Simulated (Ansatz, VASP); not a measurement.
## Two plane-wave programs on CaRuO

```
CELL_PARAMETERS angstrom
4.09380 0.00000 0.00000
0.00000 4.09380 0.00000
0.00000 0.00000 3.74853
ATOMIC_POSITIONS crystal
Ca 0.50000 0.50000 0.50000
Ru 0.00000 0.00000 0.50000
O 0.00000 0.00000 0.00000
```

Alike in both runs: functional PBE; k mesh 4 × 4 × 6; occupations gaussian, width 0.1 eV; collinear spin.

Ansatz relaxed the structure, and its values are those at the end. VASP's run is a single point on that final structure, the one shown.

```csv
,VASP,Ansatz
version,VASP 6.6.1,Ansatz 0.2.0
potentials or method,"VASP PAW PBE potentials, release 64 (Ca_sv, Ru_pv, O)","scalar-relativistic, plane waves, PAW"
plane-wave cutoff (eV),520,420
valence electrons in the cell,30,32
```

|  | VASP | Ansatz | Ansatz less VASP |
| --- | --- | --- | --- |
| gap on the k mesh at the Fermi level (eV) | none | none | - |
| pressure (GPa) | 0.0 | -0.1 | -0.06 |
| net moment per atom (μB) | 0.00 | 0.00 | 0.000 |

A gap of «none» marks a metal or a gap that the smearing closes. The two sets of potentials don't hold the same shells in valence. Ansatz warned: «seeded_moment_not_kept».

Caveats: the k mesh is coarse (spacing up to 0.38 Å⁻¹), so the values aren't converged.
